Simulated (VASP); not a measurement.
A run of VASP 6.6.1:

File INCAR:

```
SYSTEM = Al15CrN16
PREC = Accurate ; ENCUT = 450
EDIFF = 1E-5 ; ISMEAR = 0
SIGMA = 0.03 ; LREAL = Auto
LASPH = .TRUE. ; NELM = 120
ALGO = Normal ; ISIF = 2
LWAVE = .FALSE. ; LCHARG = .FALSE.
ISPIN = 2 ; MAGMOM = 4 0 0 0 0 0 0 0 0 0 0 0 0 0 0 0 0 0 0 0 0 0 0 0 0 0 0 0 0 0 0 0
LORBIT = 11 ; NUPDOWN = 4
LMAXMIX = 4 ; LDAU = .TRUE.
LDAUTYPE = 2 ; LDAUL = 2 -1 -1
LDAUU = 5 0 0 ; LDAUJ = 0 0 0
LDAUPRINT = 1 ; GGA = PS
NELECT = 138.0 ; ISYM = 0
KPAR = 4
```

File KPOINTS:

```
Automatic mesh
0
G
  3 3 2
  0 0 0
```

Contents of POSCAR:

```
Al15CrN16                               
1.0
    6.2200008610      0.0000000000      0.0000000000
   -3.1100004305      5.3866787572      0.0000000000
    0.0000000000      0.0000000000      9.9600000000
  Cr              Al              N             
     1    15    16
Direct
     0.3308907164976488    0.1649879594165224    0.0051694406507524
     0.3311189867238049    0.1655782941728327    0.4973365431266451
     0.3357428247160515    0.6674382138028708    0.9999003664767151
     0.3342840886954336    0.6671296717815893    0.5004049756212809
     0.8369656333999824    0.1716365125636226    0.9979668205880037
     0.8325523054823611    0.1659043002838834    0.5003801516918257
     0.8369358815867077    0.6643157633787259    0.9980724448161444
     0.8326854418296831    0.6664057569777738    0.5004941508437735
     0.1631646799758549    0.3331400615424920    0.2517936587154312
     0.1684078452727009    0.3358613048662683    0.7511619661162546
     0.1630793544987016    0.8297113185758034    0.2516984361344318
     0.1683431795530529    0.8321389933569814    0.7511545628925478
     0.6622957853429071    0.3310942363679786    0.2508723803435040
     0.6688999279358868    0.3342643095255642    0.7491188292870612
     0.6665531467393593    0.8332481628427006    0.2480689470545449
     0.6690244699028655    0.8344445682999633    0.7513315550531129
     0.3256851543031697    0.1627251985522112    0.2108196599227831
     0.3333290851034944    0.1664811613090038    0.6889894496362856
     0.3324504217222919    0.6661335546557726    0.1926226117645933
     0.3381200119232429    0.6689605709372559    0.6889090801510817
     0.8310503949587922    0.1672957338700434    0.1912124586022717
     0.8344771087393846    0.1653569636423803    0.6889364209485523
     0.8309140017057819    0.6635519213857879    0.1912464865504988
     0.8343880787564190    0.6688342979520369    0.6890460277161189
     0.1642314021750919    0.3352549547092227    0.4429698389844832
     0.1624191955595478    0.3473923040900690    0.9377719863424765
     0.1643027085104029    0.8290535228756251    0.4429232716239205
     0.1623023562226184    0.8140028184231837    0.9376826435812291
     0.6674626856999062    0.3336754248797481    0.4424751440963029
     0.6867675656797670    0.3428863275522446    0.9329577467009943
     0.6671137264164607    0.8333881591705273    0.4391081092357518
     0.6711508343706266    0.8350946582393399    0.9415238347306430
```

Potentials or basis: VASP PAW PBE potentials, release 64 (Cr_pv, Al, N).

Command:

```console
$ cat potpaw_PBE.64/Cr_pv/POTCAR potpaw_PBE.64/Al/POTCAR potpaw_PBE.64/N/POTCAR > POTCAR
$ mpirun -np 4 vasp_std > vasp.out
```

Hardware: 4 MPI ranks on Intel(R) Xeon(R) Platinum 8259CL CPU @ 2.50GHz (Skylake/Cascade Lake) (shared host).

Q: How long does it take, and how much memory?

A: Wall time 9.5 min on 4 MPI ranks on Intel(R) Xeon(R) Platinum 8259CL CPU @ 2.50GHz (Skylake/Cascade Lake), on a shared host, peak memory 0.73 GiB a rank. Counts: scf iterations 28, k points 10.
